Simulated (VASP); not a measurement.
These are PBEsol GGA, VASP's PBE PAW potentials (set 64) (plane waves; VASP 6.6.1) values and carry that method's errors.

Input for VASP

File POSCAR:
```
BBi
1
    3.7114606614     0.0000000000     0.0000000000
   -1.8557303308     3.2142187302     0.0000000000
    0.0000000000     0.0000000000     6.0739232867
B Bi
2 2
Direct
  0.0000000000   0.0000000000   0.0000000000
  0.0000000000   0.0000000000   0.5000000000
  0.3333330000   0.6666670000   0.2500000000
  0.6666670000   0.3333330000   0.7500000000
```

### KPOINTS
```
Automatic mesh
0
Gamma
10 10 5
0 0 0
```

### INCAR
```
SYSTEM = BBi
PREC = Accurate
ENCUT = 620
EDIFF = 1E-6
NELM = 100
ALGO = Normal
LREAL = .FALSE.
LASPH = .TRUE.
ISMEAR = 1
SIGMA = 0.1
GGA = PS
LMAXMIX = 4
LWAVE = .FALSE.
LCHARG = .FALSE.
IBRION = 2
ISIF = 3
NSW = 40
EDIFFG = -0.02
PSTRESS = 50
```

POTCAR, in this order: B Bi_d (PBE.64 set). Program: vasp_std.

Output

**OSZICAR**
```
       N       E                     dE             d eps       ncg     rms          rms(c)
DAV:   1     0.360813930440E+03    0.36081E+03   -0.21207E+04  1848   0.226E+03
DAV:   2     0.147586200958E+02   -0.34606E+03   -0.34127E+03  1860   0.527E+02
DAV:   3    -0.173032206611E+02   -0.32062E+02   -0.31599E+02  2280   0.165E+02
DAV:   4    -0.184361923521E+02   -0.11330E+01   -0.11247E+01  2186   0.318E+01
DAV:   5    -0.184859340700E+02   -0.49742E-01   -0.49712E-01  2626   0.625E+00    0.363E+00
DAV:   6    -0.177728840317E+02    0.71305E+00   -0.24387E+00  2422   0.945E+00    0.125E+00
DAV:   7    -0.177579055953E+02    0.14978E-01   -0.24277E-01  2446   0.237E+00    0.645E-01
DAV:   8    -0.177530883060E+02    0.48173E-02   -0.24615E-02  2382   0.158E+00    0.136E-01
DAV:   9    -0.177521156198E+02    0.97269E-03   -0.41901E-03  2540   0.517E-01    0.404E-02
DAV:  10    -0.177521232500E+02   -0.76302E-05   -0.52227E-04  2166   0.198E-01    0.162E-02
DAV:  11    -0.177521199771E+02    0.32729E-05   -0.40839E-05  2442   0.581E-02    0.647E-03
DAV:  12    -0.177521190748E+02    0.90231E-06   -0.38476E-06  1728   0.252E-02
   1 F= -.15490867E+02 E0= -.15490338E+02  d E =-.154909E+02
       N       E                     dE             d eps       ncg     rms          rms(c)
DAV:   1    -0.201019848112E+02   -0.23499E+01   -0.65305E+01  2220   0.118E+02    0.840E+00
DAV:   2    -0.179633446468E+02    0.21386E+01   -0.46168E+00  2268   0.375E+01    0.336E+00
DAV:   3    -0.175990510851E+02    0.36429E+00   -0.15396E+00  2446   0.194E+01    0.357E-01
DAV:   4    -0.176039967835E+02   -0.49457E-02   -0.74174E-02  2134   0.218E+00    0.204E-01
DAV:   5    -0.176070613131E+02   -0.30645E-02   -0.54618E-03  2552   0.852E-01    0.116E-01
DAV:   6    -0.176076747674E+02   -0.61345E-03   -0.23818E-03  2352   0.259E-01    0.297E-02
DAV:   7    -0.176076888936E+02   -0.14126E-04   -0.41803E-04  2552   0.101E-01    0.176E-02
DAV:   8    -0.176076718690E+02    0.17025E-04   -0.16054E-04  1650   0.544E-02    0.432E-03
DAV:   9    -0.176076729840E+02   -0.11151E-05   -0.12176E-05  1724   0.230E-02    0.880E-04
DAV:  10    -0.176076731325E+02   -0.14846E-06   -0.40866E-07  1044   0.828E-03
   2 F= -.15524997E+02 E0= -.15524296E+02  d E =-.341306E-01
       N       E                     dE             d eps       ncg     rms          rms(c)
DAV:   1    -0.180530217312E+02   -0.44535E+00   -0.10530E+01  2250   0.539E+01    0.307E+00
DAV:   2    -0.177565739843E+02    0.29645E+00   -0.58407E-01  2226   0.129E+01    0.132E+00
DAV:   3    -0.176976706597E+02    0.58903E-01   -0.27172E-01  2386   0.793E+00    0.151E-01
DAV:   4    -0.176980004785E+02   -0.32982E-03   -0.12080E-02  2244   0.110E+00    0.731E-02
DAV:   5    -0.176983072564E+02   -0.30678E-03   -0.19292E-03  2488   0.651E-01    0.740E-02
DAV:   6    -0.176982496375E+02    0.57619E-04   -0.55251E-04  2390   0.296E-01    0.854E-03
DAV:   7    -0.176982509645E+02   -0.13269E-05   -0.31740E-05  2146   0.336E-02    0.601E-03
DAV:   8    -0.176982521104E+02   -0.11459E-05   -0.12242E-05  1828   0.249E-02    0.186E-03
DAV:   9    -0.176982512068E+02    0.90359E-06   -0.13039E-06  1166   0.758E-03
   3 F= -.15548434E+02 E0= -.15547925E+02  d E =-.575671E-01
       N       E                     dE             d eps       ncg     rms          rms(c)
DAV:   1    -0.176964098677E+02    0.18422E-02   -0.10621E-02  2244   0.164E+00    0.999E-02
DAV:   2    -0.176960961678E+02    0.31370E-03   -0.61912E-04  2238   0.420E-01    0.423E-02
DAV:   3    -0.176960373681E+02    0.58800E-04   -0.26645E-04  2392   0.250E-01    0.457E-03
DAV:   4    -0.176960390967E+02   -0.17286E-05   -0.11263E-05  2226   0.324E-02    0.238E-03
DAV:   5    -0.176960401808E+02   -0.10841E-05   -0.12776E-06  1004   0.180E-02    0.184E-03
DAV:   6    -0.176960407267E+02   -0.54583E-06   -0.65529E-07   924   0.109E-02
   4 F= -.15548414E+02 E0= -.15547899E+02  d E =-.575471E-01
       N       E                     dE             d eps       ncg     rms          rms(c)
DAV:   1    -0.176974452552E+02   -0.14051E-02   -0.78986E-02  2100   0.236E+00    0.211E-01
DAV:   2    -0.176962954486E+02    0.11498E-02   -0.33810E-03  2274   0.797E-01    0.128E-01
DAV:   3    -0.176956885191E+02    0.60693E-03   -0.12868E-03  2748   0.477E-01    0.209E-02
DAV:   4    -0.176957004218E+02   -0.11903E-04   -0.21613E-04  2028   0.150E-01    0.878E-03
DAV:   5    -0.176956999440E+02    0.47775E-06   -0.59109E-06  2442   0.326E-02
   5 F= -.15549177E+02 E0= -.15548748E+02  d E =-.762700E-03
       N       E                     dE             d eps       ncg     rms          rms(c)
DAV:   1    -0.177103099470E+02   -0.14610E-01   -0.71085E-01  2088   0.707E+00    0.636E-01
DAV:   2    -0.176996969322E+02    0.10613E-01   -0.30330E-02  2112   0.217E+00    0.384E-01
DAV:   3    -0.176942422438E+02    0.54547E-02   -0.11877E-02  2744   0.126E+00    0.640E-02
DAV:   4    -0.176942812445E+02   -0.39001E-04   -0.13859E-03  2022   0.364E-01    0.268E-02
DAV:   5    -0.176942708836E+02    0.10361E-04   -0.44750E-05  3042   0.945E-02    0.657E-03
DAV:   6    -0.176942706524E+02    0.23118E-06   -0.68674E-06  2370   0.244E-02
   6 F= -.15551167E+02 E0= -.15551056E+02  d E =-.275347E-02
       N       E                     dE             d eps       ncg     rms          rms(c)
DAV:   1    -0.177561878565E+02   -0.61917E-01   -0.28526E+00  2088   0.142E+01    0.128E+00
DAV:   2    -0.177100883795E+02    0.46099E-01   -0.12430E-01  2088   0.421E+00    0.771E-01
DAV:   3    -0.176875980026E+02    0.22490E-01   -0.52720E-02  2742   0.219E+00    0.127E-01
DAV:   4    -0.176876601793E+02   -0.62177E-04   -0.46406E-03  2022   0.644E-01    0.547E-02
DAV:   5    -0.176876087073E+02    0.51472E-04   -0.17780E-04  3128   0.198E-01    0.852E-03
DAV:   6    -0.176876089889E+02   -0.28161E-06   -0.19215E-05  2308   0.357E-02    0.363E-03
DAV:   7    -0.176876090578E+02   -0.68814E-07   -0.91307E-07  1184   0.981E-03
   7 F= -.15551834E+02 E0= -.15551325E+02  d E =-.342031E-02
```

OUTCAR:
```
------------------------ aborting loop because EDIFF is reached ----------------------------------------
  FORCE on cell =-STRESS in cart. coord.  units (eV):
  Direction    XX          YY          ZZ          XY          YZ          ZX
  --------------------------------------------------------------------------------------
  Total        2.1174581      2.1174572      2.1195357     -0.0000000      0.0000000     -0.0000000
  in kB       49.5711935     49.5711713     49.6198314     -0.0000000      0.0000000     -0.0000000
  external PRESSURE =      -0.4126013 kB  Pullay stress =      50.0000000 kB
  volume of cell :       68.44
      direct lattice vectors                 reciprocal lattice vectors
     3.599175747 -0.000000000  0.000000000     0.277841392  0.160411838 -0.000000000
    -1.799587874  3.116976933 -0.000000000     0.000000000  0.320823677  0.000000000
     0.000000000 -0.000000000  6.100415259    -0.000000000 -0.000000000  0.163923267
 POSITION                                       TOTAL-FORCE (eV/Angst)
 -----------------------------------------------------------------------------------
      1.79959      3.11698      0.00000         0.000000      0.000000      0.000000
      1.79959      3.11698      3.05021        -0.000000      0.000000      0.000000
     -0.00000      2.07799      1.52510         0.000000     -0.000000      0.000000
      1.79959      1.03899      4.57531        -0.000000      0.000000     -0.000000
 -----------------------------------------------------------------------------------
    total drift:                                0.000000     -0.000000      0.000000
  FREE ENERGIE OF THE ION-ELECTRON SYSTEM (eV)
  ---------------------------------------------------
  free  energy   TOTEN  =       -17.6876090578 eV

  energy  without entropy=      -17.6860801417  energy(sigma->0) =      -17.68709942
  enthalpy is  TOTEN    =       -15.5518342346 eV   P V=        2.1357748231

 reached required accuracy - stopping structural energy minimisation
```
(Selected blocks of OUTCAR.)

File CONTCAR:
```
BBi
   1.00000000000000
     3.5991757468480414   -0.0000000000264460    0.0000000000000000
    -1.7995878735438986    3.1169769330998793   -0.0000000000000000
     0.0000000000000000   -0.0000000000000001    6.1004152594542678
  B               Bi
     2     2
Direct
     1.0000000000000000    1.0000000000000000    0.0000000000000000
     1.0000000000000000    1.0000000000000000    0.5000000000000000
     0.3333330000000032    0.6666669999999968    0.2500000000000000
     0.6666669999999968    0.3333330000000032    0.7500000000000000
```

### OUTCAR
```
 val. band max:        8.9853754038   @ k =   0.4000   0.2000   0.4000

 cond. band min:       9.0387940091   @ k =   0.1000   0.0000   0.0000


 Fermi energy:         8.9863158292

 k-point     1 :       0.0000    0.0000    0.0000
  band No.  band energies     occupation
      1     -13.9216      2.00000
      2     -13.9216      2.00000
      3     -13.9062      2.00000
      4     -13.9062      2.00000
      5     -13.8975      2.00000
      6     -13.8857      2.00000
      7     -13.8563      2.00000
      8     -13.8563      2.00000
      9     -13.8025      2.00000
     10     -13.8025      2.00000
     11      -5.8424      2.00000
     12      -3.0048      2.00000
     13       0.1126      2.00000
     14       8.7496      2.00411
     15       8.7496      2.00411
     16       8.9283      1.82215
     17       8.9446      1.64231
     18      10.5667     -0.00000
     19      10.5667     -0.00000
     20      11.1813      0.00000
     21      11.1813      0.00000
     22      11.5563      0.00000

 k-point     2 :       0.1000    0.0000    0.0000
  band No.  band energies     occupation
      1     -13.9272      2.00000
      2     -13.9097      2.00000
      3     -13.9086      2.00000
      4     -13.8951      2.00000
      5     -13.8881      2.00000
      6     -13.8773      2.00000
      7     -13.8642      2.00000
      8     -13.8618      2.00000
      9     -13.8090      2.00000
     10     -13.8004      2.00000
     11      -5.6910      2.00000
     12      -2.8768      2.00000
     13       0.2757      2.00000
     14       6.9979      2.00000
     15       8.2402      2.00000
     16       9.0388      0.23319
     17       9.2164     -0.00537
     18       9.9563     -0.00000
     19      10.4664     -0.00000
     20      10.5028     -0.00000
     21      11.5936      0.00000
     22      12.8727      0.00000

 k-point     3 :       0.2000    0.0000    0.0000
  band No.  band energies     occupation
      1     -13.9416      2.00000
...
```

Energy and stress use the plane-wave basis of the starting cell. Unless said otherwise, spin-orbit coupling is left out, though it shifts the bands of the heavy elements here.

The structure was generated: BBi was put into the NiAs type type (P6_3/mmc), which need not be its known phase. This run relaxes it under an external pressure of 5 GPa. Symmetry was kept, so distortions that lower it aren't found.
